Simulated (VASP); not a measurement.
The system is Be3Se2O.

```
Be Se O
1.0
     2.88369   -5.02328    0.00000
     2.88369    5.02328    0.00000
    -1.99277    0.00000    3.08395
Be Se O
3 2 1
Direct
  0.36477 0.09443 0.25994
  0.09443 0.36477 0.25994
  0.78127 0.78127 0.11070
  0.34136 0.67428 0.00693
  0.67428 0.34136 0.00693
  0.06043 0.06043 0.15773
```

The cell was built by a generator and needn't be a form met in nature.

Base run:

| Property | Result |
| --- | --- |
| Program | VASP 6.6.1 |
| Functional | PBEsol |
| Potentials or basis | VASP PAW PBE potentials, release 64 (Be, Se, O) |
| Cutoff | 520 eV |
| k mesh | 6 × 6 × 8 |
| Occupations | gaussian, width 0.03 eV |
| Spin | no spin polarisation |

Its results: band gap on the k mesh 2.68 eV, direct.

Task: The run is repeated on the same cell with these changes: functional from PBEsol to PBE. What comes out?

Result: Band gap on the k mesh 2.82 eV, direct.

Not every run made on this cell is shown here.
